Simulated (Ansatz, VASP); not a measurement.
# Be3B: VASP beside Ansatz

```xyz
4
Lattice="2.2888 0.0000 0.0000 -1.1444 1.9822 0.0000 0.0000 0.0000 6.6806" Properties=species:S:1:pos:R:3 pbc="T T T"
Be    1.1444    0.6607    3.3403
Be    0.0000    1.3214    1.4983
Be    0.0000    1.3214    5.1823
B     1.1444    0.6607    0.0000
```

Change from the starting cell: species swapped into the Tl3Bi type (P-6m2, No. 187).

Alike in both runs: functional PBE; k mesh 24 × 24 × 8; occupations gaussian, width 0.1 eV; no spin polarisation.

Ansatz relaxed the structure, and its values are those at the end. VASP's run is a single point on that final structure, the one shown.

|  | VASP | Ansatz |
| --- | --- | --- |
| version | VASP 6.6.1 | Ansatz 0.2.0 |
| potentials or method | VASP PAW PBE potentials, release 64 (Be, B) | scalar-relativistic, plane waves, PAW |
| plane-wave cutoff (eV) | 520 | 420 |
| valence electrons in the cell | 9 | 9 |

```csv
,VASP,Ansatz,Ansatz less VASP
gap on the k mesh at the Fermi level (eV),none,none,-
pressure (GPa),0.1,0.0,-0.15
rms of the force components (eV/Å),0.001,0.004,+0.0030
```

A gap of «none» marks a metal or a gap that the smearing closes.
